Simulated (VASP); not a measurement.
Method: PBEsol GGA, VASP's PBE PAW potentials (set 64) (plane waves; VASP).

The input files of a VASP run:

File POSCAR:
```
P
1
    1.6686036249    -5.1290284099     0.0000000000
    1.6686036249     5.1290284099     0.0000000000
    0.0000000000     0.0000000000     4.2070848957
P
4
Direct
  0.1055694567   0.8944305433   0.9273761982
  0.3944305433   0.6055694567   0.4273761982
  0.6055694567   0.3944305433   0.5726238018
  0.8944305433   0.1055694567   0.0726238018
```

**INCAR**
```
LCHARG = .False.
SIGMA = 0.1   # width (eV)
ENCUT = 480
SYSTEM = P
LWAVE = .False.
LREAL = .False.
EDIFF = 1E-7   # SCF stop (eV)
PREC = Accurate
ISMEAR = 1   # Methfessel-Paxton
GGA = PS   # PBEsol
ISIF = 2   # forces and stress, cell fixed
NELM = 100
LASPH = .True.
ALGO = Normal   # blocked Davidson
```

KPOINTS:
```
Automatic mesh
0
Gamma
10 10 8
0 0 0
```

POTCAR, in this order: P (PBE.64 set). Program: vasp_std.

What will the output report for the number of irreducible k-points (NKPTS), number of bands (NBANDS), largest plane-wave count, number of space-group operations, FFT grid (NGX, NGY, NGZ)?

The number of irreducible k-points (NKPTS) is 155 and the number of bands (NBANDS) is 14. The largest plane-wave count comes out as 1737 and the number of space-group operations comes out as 8. The FFT grid (NGX, NGY, NGZ) is 40 × 40 × 30.

The compound is P in the black structure. This cell was strained or had an atom moved on purpose.
